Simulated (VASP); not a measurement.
Computed with PBEsol GGA, VASP's PBE PAW potentials (set 64) (plane waves; VASP).

VASP input:

### INCAR
```
SYSTEM = BN
PREC = Accurate; ENCUT = 520; LREAL = .False.
LASPH = .True.; ICHARG = 11
EDIFF = 1E-7; NELM = 100; ALGO = Normal
ISMEAR = 0; SIGMA = 0.05
GGA = PS
LWAVE = .False.; LCHARG = .False.; LORBIT = 11
```

KPOINTS:
```
k-points along high-symmetry lines
10
Line-mode
Reciprocal
  0.000000   0.000000   0.000000 ! GAMMA
  0.500000  -0.000000   0.000000 ! M

  0.500000  -0.000000   0.000000 ! M
  0.333333   0.333333   0.000000 ! K

  0.333333   0.333333   0.000000 ! K
  0.000000   0.000000   0.000000 ! GAMMA

  0.000000   0.000000   0.000000 ! GAMMA
  0.000000   0.000000   0.500000 ! A

  0.000000   0.000000   0.500000 ! A
  0.500000  -0.000000   0.500000 ! L

  0.500000  -0.000000   0.500000 ! L
  0.333333   0.333333   0.500000 ! H

  0.333333   0.333333   0.500000 ! H
  0.000000   0.000000   0.500000 ! A

  0.500000  -0.000000   0.500000 ! L
  0.500000  -0.000000   0.000000 ! M

  0.333333   0.333333   0.500000 ! H
  0.333333   0.333333   0.000000 ! K
```

**POSCAR**
```
BN
1
    2.5056494361     0.0000000000     0.0000000000
   -1.2528247181     2.1699559304    -0.0000000000
    0.0000000000    -0.0000000000     6.8982995544
B N
2 2
Direct
  0.3333330000   0.6666670000   0.2500000000
  0.6666670000   0.3333330000   0.7500000000
  0.6666670000   0.3333330000   0.2500000000
  0.3333330000   0.6666670000   0.7500000000
```

POTCAR, in this order: B N (PBE.64 set). Program: vasp_std. Read from the step before: CHGCAR.

**Question.** What will the output report for the number of irreducible k-points (NKPTS), number of bands (NBANDS), largest plane-wave count, number of space-group operations, FFT grid (NGX, NGY, NGZ)?

**Answer.** 
```
Item                                           Value
--------------------------------------  ------------
number of irreducible k-points (NKPTS)            90
number of bands (NBANDS)                          12
largest plane-wave count                        1046
number of space-group operations                  24
FFT grid (NGX, NGY, NGZ)                20 × 20 × 54
```

The structure was generated: BN was put into the layered h-BN type type (P6_3/mmc), which need not be its known phase. It was relaxed first.
